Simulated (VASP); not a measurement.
Input of a VASP 6.6.1 run:

Contents of INCAR:

```
SYSTEM = CsLiCr2Te2S3
PREC     = Accurate       ! precision mode
ENCUT    = 520            ! plane-wave cutoff, eV
EDIFF    = 1E-6           ! SCF threshold, eV
ISMEAR   = -1             ! smearing method
SIGMA    = 0.05           ! smearing width, eV
LREAL    = .FALSE.        ! projectors in reciprocal space
LASPH    = .TRUE.         ! aspherical terms in the spheres
NELM     = 120            ! most SCF steps
ALGO     = Normal         ! electronic algorithm
ISIF     = 2              ! what is computed and relaxed
LWAVE    = .FALSE.        ! write WAVECAR
LCHARG   = .FALSE.        ! write CHGCAR
ISPIN    = 2              ! spin polarisation
MAGMOM   = 0 0 3 3 0 0 0 0 0 ! initial moments
LORBIT   = 11             ! projections on sites
LMAXMIX  = 4              ! l up to which the mixer works
GGA      = PE             ! functional
IVDW     = 2              ! dispersion correction
KPAR     = 4
```

KPOINTS

```
regular mesh
0
G
  7 7 4
  0 0 0
```

The input POSCAR:

```
CsLiCr2Te2S3
1.0
    7.2895900000     -2.1043300000      0.0177200000
    7.2895900000      2.1043300000      0.0177200000
   -2.5331500000      0.0000000000      7.2810000000
Cs Li Cr Te S
1 1 2 2 3
Direct
    0.5000000000      0.5000000000      0.0000000000
    0.0000000000      0.0000000000      0.5000000000
    0.3287000000      0.3287000000      0.4330000000
    0.6713000000      0.6713000000      0.5670000000
    0.8067200000      0.8067200000      0.1742700000
    0.1932800000      0.1932800000      0.8257300000
    0.1635800000      0.1635800000      0.3971300000
    0.8364200000      0.8364200000      0.6028700000
    0.5000000000      0.5000000000      0.5000000000
```

Potentials or basis: VASP PAW PBE potentials, release 64 (Cs_sv, Li_sv, Cr_pv, Te, S).

Run with:

```console
$ cat potpaw_PBE.64/Cs_sv/POTCAR potpaw_PBE.64/Li_sv/POTCAR potpaw_PBE.64/Cr_pv/POTCAR potpaw_PBE.64/Te/POTCAR potpaw_PBE.64/S/POTCAR > POTCAR
$ mpirun -np 4 vasp_std > vasp.out
```

What does it give for the Hirshfeld charges?

Cs +0.21; Li +0.03; Cr +0.26; Te -0.03; S -0.18, -0.33 e.

What does it give for the dispersion energy per atom?

-0.601 eV.

Estimate the net moment.

5.24 μB per cell.

Estimate the band gap on the k mesh.

none (metal or under the smearing width).

What does it give for the largest force?

0.108 eV/Å.

Forces on the atoms (eV/Å):
```
Cs   0.000  0.000  0.000
Li   0.000  0.000  0.000
Cr   0.101  0.000 -0.039
Cr  -0.101  0.000  0.039
Te  -0.020  0.000 -0.056
Te   0.020  0.000  0.056
S    0.022  0.000  0.048
S   -0.022  0.000 -0.048
S    0.000  0.000  0.000
```

Caveat: atom-pairwise D2, TS and ULG terms overbind metals; only a ferromagnetic start was run, and an antiferromagnetic order may lie lower in energy. With open d or f shells a metallic result of PBE can be an artefact of self-interaction; +U or a hybrid may open a gap.
